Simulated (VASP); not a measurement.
Input:

```yaml
crystal:
  lattice:
    - [6.19177, 0.00000, 0.00000]
    - [0.00000, 6.19177, 0.00000]
    - [0.00000, 0.00000, 6.19177]
  atoms:
    - { symbol: Cs, position: [0.00000, 0.00000, 0.00000] }
    - { symbol: Sn, position: [0.50000, 0.50000, 0.50000] }
    - { symbol: I, position: [0.50000, 0.00000, 0.50000] }
    - { symbol: I, position: [0.00000, 0.50000, 0.50000] }
    - { symbol: I, position: [0.50000, 0.50000, 0.00000] }
```

Method: optB86b-vdW, VASP's PBE PAW potentials (set 64) (plane waves; VASP). Settings: 520 eV cut-off, 4×4×4 Γ-centred mesh, Gaussian smearing of 0.050 eV, potentials Cs_sv Sn_d I.

Unless said otherwise, spin-orbit coupling is left out, though it shifts the bands of the heavy elements here.

Task: Estimate the energy per atom (σ→0), band gap (on the k-mesh) with the smallest direct gap where there is one.

Result: 
```yaml
band gap (on the k-mesh): 0.32 eV
smallest direct gap (on the k-mesh): 0.32 eV
energy per atom (σ→0): -44.6 kJ/mol of atoms
```

Only differences to runs with the same potentials and settings are physical.

The compound is CsSnI3 in the cubic perovskite structure, the ideal cubic form; the compound distorts at low or room temperature. It was relaxed first. The start is the result of an earlier pass.
